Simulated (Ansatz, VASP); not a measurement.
# Al3CrN4 in VASP and in Ansatz

The input INCAR:

```
SYSTEM = Al3CrN4
PREC = Accurate ; ENCUT = 520
EDIFF = 1E-6 ; ISMEAR = 0
SIGMA = 0.1 ; LREAL = .False.
LASPH = .True. ; NELM = 150
ALGO = Normal ; ISIF = 2
LWAVE = .False. ; LCHARG = .False.
ISPIN = 2 ; MAGMOM = 0 0 0 3 0 0 0 0
LORBIT = 11 ; LMAXMIX = 4
GGA = PE ; NBANDS = 34
```

The input KPOINTS:

```
Automatic mesh
0
Gamma
  4 4 4
  0 0 0
```

The input POSCAR:

```
Al3CrN4
1.0
    4.6364670700      0.0000000000      0.0000000000
    0.0000000000      4.6364670700      0.0000000000
    0.0000000000      0.0000000000      4.6364670700
Al Cr N
3 1 4
Direct
    0.5000000000      0.0000000000      0.0000000000
    0.0000000000      0.0000000000      0.5000000000
    0.0000000000      0.5000000000      0.0000000000
    0.5000000000      0.5000000000      0.5000000000
    0.7500000000      0.2500000000      0.7500000000
    0.7500000000      0.7500000000      0.2500000000
    0.2500000000      0.2500000000      0.2500000000
    0.2500000000      0.7500000000      0.7500000000
```

Input for Ansatz:

```yaml
crystal:
  lattice:
    - [4.63646707, 0.0, 0.0]
    - [0.0, 4.63646707, 0.0]
    - [0.0, 0.0, 4.63646707]
  atoms:
    - { symbol: Al, position: [0.5, 0.0, 0.0] }
    - { symbol: Al, position: [0.0, 0.0, 0.5] }
    - { symbol: Al, position: [0.0, 0.5, 0.0] }
    - { symbol: Cr, position: [0.5, 0.5, 0.5], spin: 3.0 }
    - { symbol: "N", position: [0.75, 0.25, 0.75] }
    - { symbol: "N", position: [0.75, 0.75, 0.25] }
    - { symbol: "N", position: [0.25, 0.25, 0.25] }
    - { symbol: "N", position: [0.25, 0.75, 0.75] }
basis:
  ecutwfc: 420
kpoints:
  mp_grid: { grid: [4, 4, 4] }
hamiltonian:
  xc: pbe
scf:
  occupations: { method: gaussian, width: 0.1 }
  lower_state_search: "off"
output:
  forces: true
  stress: true
  eigenvalues: true
  populations: true
magnetization:
  spin_polarized: true
```

Alike in both runs: task single point; functional PBE; k mesh 4 × 4 × 4; occupations gaussian, width 0.1 eV; collinear spin.

|  | VASP | Ansatz |
| --- | --- | --- |
| version | VASP 6.6.1 | Ansatz 0.2.0 |
| potentials or method | VASP PAW PBE potentials, release 64 (Al, Cr_pv, N) | scalar-relativistic, plane waves, PAW |
| plane-wave cutoff (eV) | 520 | 420 |
| valence electrons in the cell | 41 | 43 |

|  | VASP | Ansatz | Ansatz less VASP |
| --- | --- | --- | --- |
| gap on the k mesh at the Fermi level (eV) | none | none | - |
| pressure (GPa) | -18.8 | -18.8 | +0.07 |
| rms of the force components (eV/Å) | 0.246 | 0.228 | -0.0177 |
| net moment per atom (μB) | 0.37 | 0.38 | 0.000 |
| size of the moment on the site where the two differ most (μB) | 2.69 | 2.28 | -0.406 |

Site moments also hang on the region over which each program counts them. A gap of «none» marks a metal or a gap that the smearing closes. The two sets of potentials don't hold the same shells in valence.

Caveats: so large a pressure means that the cell lies far from this level's equilibrium, or that cutoff or potentials fall short (VASP); a cell with one magnetic atom can't hold antiferromagnetic order, which such compounds often take.
